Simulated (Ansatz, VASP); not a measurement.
## Two plane-wave programs on LiAl2O3

```
Li Al O
1.0
     2.89744    0.00000    0.00000
    -1.44872    2.50926    0.00000
     0.00000    0.00000   12.03925
Li Al O
1 2 3
Direct
  0.00000 0.00000 0.50000
  0.66667 0.33333 0.11424
  0.33333 0.66667 0.88576
  0.00000 0.00000 0.00000
  0.33333 0.66667 0.17070
  0.66667 0.33333 0.82930
```

Alike in both runs: functional PBE; k mesh 12 × 12 × 6; occupations gaussian, width 0.1 eV; no spin polarisation.

Ansatz relaxed the structure, and its values are those at the end. VASP's run is a single point on that final structure, the one shown.

|  | VASP | Ansatz |
| --- | --- | --- |
| version | VASP 6.6.1 | Ansatz 0.2.0 |
| potentials or method | VASP PAW PBE potentials, release 64 (Li_sv, Al, O) | scalar-relativistic, plane waves, PAW |
| plane-wave cutoff (eV) | 520 | 420 |
| valence electrons in the cell | 27 | 27 |

```csv
,VASP,Ansatz,Ansatz less VASP
gap on the k mesh at the Fermi level (eV),none,none,-
rms of the force components (eV/Å),0.014,0.000,-0.0136
```

A gap of «none» marks a metal or a gap that the smearing closes.

Caveats: an odd number of electrons without spin polarisation forces a metal; a magnetic or distorted state may lie lower.
